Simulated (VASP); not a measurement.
All values below come from PBEsol GGA, VASP's PBE PAW potentials (set 64) (plane waves; VASP).

The input files of a VASP run:

INCAR:
```
ALGO  =  Normal   # blocked Davidson
LCHARG  =  F
LWAVE  =  F
LMAXMIX  =  4
NELM  =  100
ISMEAR  =  0
ENCUT  =  400   # plane-wave cut-off (eV)
SYSTEM  =  Y2C(NO)2
GGA  =  PS   # PBEsol
LREAL  =  F   # projection in real space or not
SIGMA  =  0.01   # width (eV)
LASPH  =  T   # aspherical one-centre terms
EDIFF  =  1E-6
ISIF  =  2   # forces and stress, cell fixed
PREC  =  Accurate
```

POSCAR:
```
Y2C(NO)2
1
    3.5960100000     0.0000000000     0.0000000000
   -1.7980050000     3.1142360000     0.0000000000
    0.0000000000     0.0000000000     7.9414390000
Y C N O
2 1 2 2
Direct
  0.3333330000   0.6666670000   0.6775200000
  0.6666670000   0.3333330000   0.3224800000
  0.0000000000   0.0000000000   0.0000000000
  0.0000000000   0.0000000000   0.1501500000
  0.0000000000   0.0000000000   0.8498500000
  0.3333330000   0.6666670000   0.3966600000
  0.6666670000   0.3333330000   0.6033400000
```

**KPOINTS**
```
Automatic mesh
0
Gamma
7 7 3
0 0 0
```

POTCAR, in this order: Y_sv C N O (PBE.64 set). Program: vasp_std.

The resulting files:

**OUTCAR**
```
 ion  position               nearest neighbor table
   1  0.333  0.667  0.678-   7 2.16   7 2.16   7 2.16   6 2.23   5 2.49   5 2.49   5 2.49   2 3.50
                             2 3.50   2 3.50
   2  0.667  0.333  0.322-   6 2.16   6 2.16   6 2.16   7 2.23   4 2.49   4 2.49   4 2.49   1 3.50
                             1 3.50   1 3.50
   3  0.000  0.000  0.000-   4 1.19   5 1.19
   4  0.000  0.000  0.150-   3 1.19   2 2.49   2 2.49   2 2.49
   5  0.000  0.000  0.850-   3 1.19   1 2.49   1 2.49   1 2.49
   6  0.333  0.667  0.397-   2 2.16   2 2.16   2 2.16   1 2.23
   7  0.667  0.333  0.603-   1 2.16   1 2.16   1 2.16   2 2.23
  LATTYP: Found a hexagonal cell.
 ALAT       =     3.5960100000
 C/A-ratio  =     2.2084029244
 Subroutine PRICEL returns:
 Original cell was already a primitive cell.
 Subroutine GETGRP returns: Found 12 space group operations
The static configuration has the point symmetry D_3d.
The dynamic configuration has the point symmetry D_3d.
 Subroutine INISYM returns: Found 12 space group operations
 Subroutine IBZKPT returns following result:
 Found     20 irreducible k-points:

 Following reciprocal coordinates:
            Coordinates               Weight
  0.000000  0.000000  0.000000      1.000000
  0.142857  0.000000  0.000000      6.000000
  0.285714  0.000000  0.000000      6.000000
  0.428571  0.000000  0.000000      6.000000
  0.142857  0.142857  0.000000      6.000000
  0.285714  0.142857  0.000000     12.000000
  0.428571  0.142857  0.000000      6.000000
  0.285714  0.285714  0.000000      6.000000
  0.000000  0.000000  0.333333      2.000000
  0.142857  0.000000  0.333333      6.000000
  0.000000  0.142857  0.333333      6.000000
  0.285714  0.000000  0.333333      6.000000
  0.000000  0.285714  0.333333      6.000000
  0.428571  0.000000  0.333333      6.000000
  0.000000  0.428571  0.333333      6.000000
  0.142857  0.142857  0.333333     12.000000
...
```

OSZICAR:
```
       N       E                     dE             d eps       ncg     rms          rms(c)
DAV:   1     0.287641224649E+03    0.28764E+03   -0.22556E+04  1120   0.140E+03
DAV:   2    -0.549631950430E+02   -0.34260E+03   -0.33029E+03  1500   0.357E+02
DAV:   3    -0.754879204975E+02   -0.20525E+02   -0.20450E+02  1616   0.847E+01
DAV:   4    -0.765232957959E+02   -0.10354E+01   -0.10343E+01  1624   0.157E+01
DAV:   5    -0.765497779008E+02   -0.26482E-01   -0.26478E-01  1420   0.239E+00    0.598E+01
DAV:   6    -0.664416400954E+02    0.10108E+02   -0.44052E+01  1260   0.424E+01    0.531E+01
DAV:   7    -0.664133056607E+02    0.28334E-01   -0.50970E+00  1472   0.130E+01    0.277E+01
DAV:   8    -0.663500513958E+02    0.63254E-01   -0.11063E+00  1472   0.632E+00    0.211E+00
DAV:   9    -0.663084628907E+02    0.41589E-01   -0.38657E-01  1388   0.381E+00    0.782E-01
DAV:  10    -0.663073238337E+02    0.11391E-02   -0.46937E-02  1276   0.141E+00    0.423E-01
DAV:  11    -0.663077133855E+02   -0.38955E-03   -0.38154E-03  1380   0.391E-01    0.251E-01
DAV:  12    -0.663079006132E+02   -0.18723E-03   -0.13624E-03  1672   0.226E-01    0.590E-02
DAV:  13    -0.663079992652E+02   -0.98652E-04   -0.34947E-04  1528   0.115E-01    0.351E-02
DAV:  14    -0.663080089362E+02   -0.96710E-05   -0.49358E-05  1360   0.484E-02    0.885E-03
DAV:  15    -0.663080127561E+02   -0.38199E-05   -0.83304E-06  1260   0.175E-02    0.793E-03
DAV:  16    -0.663080130601E+02   -0.30406E-06   -0.74144E-07   792   0.663E-03
   1 F= -.66308013E+02 E0= -.66308013E+02  d E =-.205676E-78
```

File OUTCAR:
```
------------------------ aborting loop because EDIFF is reached ----------------------------------------
  FORCE on cell =-STRESS in cart. coord.  units (eV):
  Direction    XX          YY          ZZ          XY          YZ          ZX
  --------------------------------------------------------------------------------------
  Total        3.1905053      3.1905053     11.9402865      0.0000000      0.0000000      0.0000000
  in kB       57.4775751     57.4775747    215.1065891      0.0000000      0.0000000      0.0000000
  external PRESSURE =     110.0205796 kB  Pullay stress =       0.0000000 kB
  volume of cell :       88.93
      direct lattice vectors                 reciprocal lattice vectors
     3.596010000  0.000000000  0.000000000     0.278085990  0.160553022  0.000000000
    -1.798005000  3.114236000  0.000000000     0.000000000  0.321106043  0.000000000
     0.000000000  0.000000000  7.941439000     0.000000000  0.000000000  0.125921763
 POSITION                                       TOTAL-FORCE (eV/Angst)
 -----------------------------------------------------------------------------------
     -0.00000      2.07616      5.38048         0.000000      0.000000      0.492635
      1.79801      1.03808      2.56096        -0.000000      0.000000     -0.492635
      0.00000      0.00000      0.00000        -0.000000      0.000000      0.000000
      0.00000      0.00000      1.19241        -0.000000      0.000000      3.661029
      0.00000      0.00000      6.74903        -0.000000     -0.000000     -3.661029
     -0.00000      2.07616      3.15005         0.000000     -0.000000      0.053418
      1.79801      1.03808      4.79139        -0.000000      0.000000     -0.053418
 -----------------------------------------------------------------------------------
    total drift:                                0.000000     -0.000000      0.000000
  FREE ENERGIE OF THE ION-ELECTRON SYSTEM (eV)
  ---------------------------------------------------
  free  energy   TOTEN  =       -66.3080130601 eV

  energy  without entropy=      -66.3080130601  energy(sigma->0) =      -66.30801306
```
(Selected blocks of OUTCAR.)

At this cut-off the stress carries a Pulay error, which pulls relaxed volumes low.

The structure comes from a computed database's Y2CN2O2 entry; how it stands against other phases isn't given here. The cell was not relaxed at this level, and its volume differs by -5.9 % from the start's.
